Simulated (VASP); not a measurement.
An input for Quantum ESPRESSO's pw.x (written as the equivalent of a VASP run, and not itself run):

```
&CONTROL
  calculation = 'scf'
  pseudo_dir = './pseudo'
  outdir = './out'
  tprnfor = .true.
  tstress = .true.
/
&SYSTEM
  ibrav = 0
  nat = 2
  ntyp = 2
  ecutwfc = 44
  occupations = 'tetrahedra'
  input_dft = 'pw91'
/
&ELECTRONS
  conv_thr = 7.3e-09
  electron_maxstep = 100
/
ATOMIC_SPECIES
  Al 26.982 Al.upf
  P 30.974 P.upf
CELL_PARAMETERS angstrom
     0.0000000    2.7520373    2.7520373
     2.7520373    0.0000000    2.7520373
     2.7520373    2.7520373    0.0000000
ATOMIC_POSITIONS crystal
  Al   0.0000000  0.0000000  0.0000000
  P    0.2500000  0.2500000  0.2500000
K_POINTS automatic
  9 9 9 0 0 0
```

Q: Write the VASP files for the same calculation (PW91).

A: One answer among several that fit: 
File KPOINTS:
```
Automatic mesh
0
Gamma
9 9 9
0 0 0
```

POSCAR:
```
AlP
3.8919680
  0.0000000000   0.7071068580   0.7071068580
  0.7071068580   0.0000000000   0.7071068580
  0.7071068580   0.7071068580   0.0000000000
Al P
1 1
Cartesian
  0.0000000000   0.0000000000   0.0000000000
  0.3535534290   0.3535534290   0.3535534290
```

**INCAR**
```
SYSTEM = AlP
PREC = Accurate; ENCUT = 520; LREAL = F
LASPH = T
EDIFF = 1E-7; NELM = 100; ALGO = Normal
ISMEAR = -5
GGA = 91
ISIF = 2
LWAVE = F; LCHARG = T; LORBIT = 11
NEDOS = 601
```

POTCAR, in this order: Al P (PBE.64 set). Program: vasp_std.

Limits of the translation: the potentials are each code's own (VASP's PAW set, PseudoDojo norm-conserving files in pw.x), so ENCUT and ecutwfc are chosen apart and not converted; conv_thr bounds pw.x's estimated SCF error, while EDIFF bounds the energy change between steps.

The compound is AlP in the zinc blende structure. It was relaxed first.
